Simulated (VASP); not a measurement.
Given:

```xyz
3
Lattice="1.7299 -2.9963 0.0000 1.7299 2.9963 0.0000 0.0000 0.0000 5.8410" Properties=species:S:1:pos:R:3 pbc="T T T"
Ti     0.0000     0.0000     0.0000
Se     1.7299     0.9988     1.5493
Se     1.7299    -0.9988     4.2917
```

Method: PBEsol GGA, VASP's PBE PAW potentials (set 64) (plane waves; VASP 6.6.1). Numerical set-up: 480 eV cut-off, 10×10×6 Γ-centred mesh, first-order Methfessel-Paxton smearing of 0.10 eV, potentials Ti_sv Se.

Without a dispersion term in the relaxation, distances and binding between the weakly bound layers, chains or molecules are unreliable, and so is what depends on them.

Problem. Estimate the energy per atom (σ→0), band gap (on the k-mesh) with the smallest direct gap where there is one.

Solution. 
```
Property                                                     Value
------------------------  ----------------------------------------
band gap (on the k-mesh)  none (metal, semimetal or under 0.01 eV)
energy per atom (σ→0)                               -6.486 eV/atom
```

Only differences to runs with the same potentials and settings are physical.

The compound is TiSe2 in the 1T layered structure. It was relaxed first under an external pressure of 1 GPa.
